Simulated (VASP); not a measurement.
These are PBEsol GGA, VASP's PBE PAW potentials (set 64) (plane waves; VASP 6.6.1) values and carry that method's errors.

VASP input:

**KPOINTS**
```
Automatic mesh
0
Gamma
13 13 7
0 0 0
```

POSCAR:
```
BN
1
    2.5423924485     0.0000000000     0.0000000000
   -1.2711962243     2.2017766652     0.0000000000
    0.0000000000     0.0000000000     4.2049088984
B N
2 2
Direct
  0.3333330000   0.6666670000   0.0000000000
  0.6666670000   0.3333330000   0.5000000000
  0.3333330000   0.6666670000   0.3750000000
  0.6666670000   0.3333330000   0.8750000000
```

### INCAR
```
SYSTEM = BN
PREC = Normal; ENCUT = 450; LREAL = .False.
LASPH = .True.
EDIFF = 1E-5; NELM = 100; NELMIN = 4
ALGO = Fast
ISMEAR = 0; SIGMA = 0.05
GGA = PS
IBRION = 2; NSW = 20; ISIF = 2
EDIFFG = -0.03
LWAVE = .False.; LCHARG = .False.
```

POTCAR, in this order: B N (PBE.64 set). Program: vasp_std.

Output of the run:

File OSZICAR:
```
       N       E                     dE             d eps       ncg     rms          rms(c)
DAV:   1     0.386426595875E+02    0.38643E+02   -0.80060E+03  2016   0.115E+03
DAV:   2    -0.363765887452E+02   -0.75019E+02   -0.69029E+02  2892   0.242E+02
DAV:   3    -0.385338038207E+02   -0.21572E+01   -0.21492E+01  2688   0.414E+01
DAV:   4    -0.385448986268E+02   -0.11095E-01   -0.11091E-01  2448   0.323E+00
DAV:   5    -0.385450217456E+02   -0.12312E-03   -0.12308E-03  2660   0.313E-01    0.933E+00
RMM:   6    -0.367997978717E+02    0.17452E+01   -0.38533E+00  2016   0.148E+01    0.464E+00
RMM:   7    -0.366849738364E+02    0.11482E+00   -0.11010E+00  2016   0.815E+00    0.269E+00
RMM:   8    -0.366851143468E+02   -0.14051E-03   -0.47604E-01  2016   0.529E+00    0.140E+00
RMM:   9    -0.366328581815E+02    0.52256E-01   -0.83423E-02  2016   0.277E+00    0.395E-01
RMM:  10    -0.366331739455E+02   -0.31576E-03   -0.56225E-02  2016   0.169E+00    0.236E-01
RMM:  11    -0.366319018941E+02    0.12721E-02   -0.55683E-03  2016   0.740E-01    0.406E-02
RMM:  12    -0.366319481841E+02   -0.46290E-04   -0.31880E-04  2030   0.171E-01    0.322E-02
RMM:  13    -0.366319514090E+02   -0.32249E-05   -0.44754E-05  1658   0.503E-02
   1 F= -.36631951E+02 E0= -.36631951E+02  d E =-.366320E+02
       N       E                     dE             d eps       ncg     rms          rms(c)
DAV:   1    -0.366318077033E+02    0.14048E-03   -0.72001E-02  2656   0.257E+00    0.578E-02
RMM:   2    -0.366318670999E+02   -0.59397E-04   -0.95019E-04  2016   0.308E-01    0.322E-02
RMM:   3    -0.366318546458E+02    0.12454E-04   -0.10002E-04  2005   0.106E-01    0.109E-02
RMM:   4    -0.366318548302E+02   -0.18434E-06   -0.14236E-05  1318   0.348E-02
   2 F= -.36631855E+02 E0= -.36631855E+02  d E =0.965788E-04
       N       E                     dE             d eps       ncg     rms          rms(c)
DAV:   1    -0.366320587112E+02   -0.20407E-03   -0.23196E-02  2400   0.146E+00    0.324E-02
RMM:   2    -0.366320768725E+02   -0.18161E-04   -0.29574E-04  1998   0.172E-01    0.181E-02
RMM:   3    -0.366320727846E+02    0.40879E-05   -0.30524E-05  1491   0.587E-02    0.533E-03
RMM:   4    -0.366320729300E+02   -0.14539E-06   -0.34017E-06  1212   0.181E-02
   3 F= -.36632073E+02 E0= -.36632073E+02  d E =-.121521E-03
```

File OUTCAR:
```
------------------------ aborting loop because EDIFF is reached ----------------------------------------
  FORCE on cell =-STRESS in cart. coord.  units (eV):
  Direction    XX          YY          ZZ          XY          YZ          ZX
  --------------------------------------------------------------------------------------
  Total       -0.1837973     -0.1837973     -0.1682484      0.0000000      0.0000000      0.0000000
  in kB      -12.5105743    -12.5105768    -11.4522011      0.0000000      0.0000000      0.0000000
  external PRESSURE =     -12.1577841 kB  Pullay stress =       0.0000000 kB
  volume of cell :       23.54
      direct lattice vectors                 reciprocal lattice vectors
     2.542392448  0.000000000  0.000000000     0.393330306  0.227089336  0.000000000
    -1.271196224  2.201776665  0.000000000     0.000000000  0.454178671  0.000000000
     0.000000000  0.000000000  4.204908898     0.000000000  0.000000000  0.237817281
  FREE ENERGIE OF THE ION-ELECTRON SYSTEM (eV)
  ---------------------------------------------------
  free  energy   TOTEN  =       -36.6320729300 eV

  energy  without entropy=      -36.6320729300  energy(sigma->0) =      -36.63207293

 reached required accuracy - stopping structural energy minimisation
```
(Selected blocks of OUTCAR.)

CONTCAR:
```
BN
   1.00000000000000
     2.5423924484999998    0.0000000000000000    0.0000000000000000
    -1.2711962242999999    2.2017766652000001    0.0000000000000000
     0.0000000000000000    0.0000000000000000    4.2049088984000003
  B               N
     2     2
Direct
     0.3333330000000032    0.6666669999999968    0.0002754593781202
     0.6666669999999968    0.3333330000000032    0.5002754593781201
     0.3333330000000032    0.6666669999999968    0.3747245406218798
     0.6666669999999968    0.3333330000000032    0.8747245406218799
```

At this cut-off the stress carries a Pulay error, which pulls relaxed volumes low.

The compound is BN in the wurtzite structure, a metastable high-pressure form. This run relaxes the ions in a fixed cell. Symmetry was kept, so distortions that lower it aren't found.
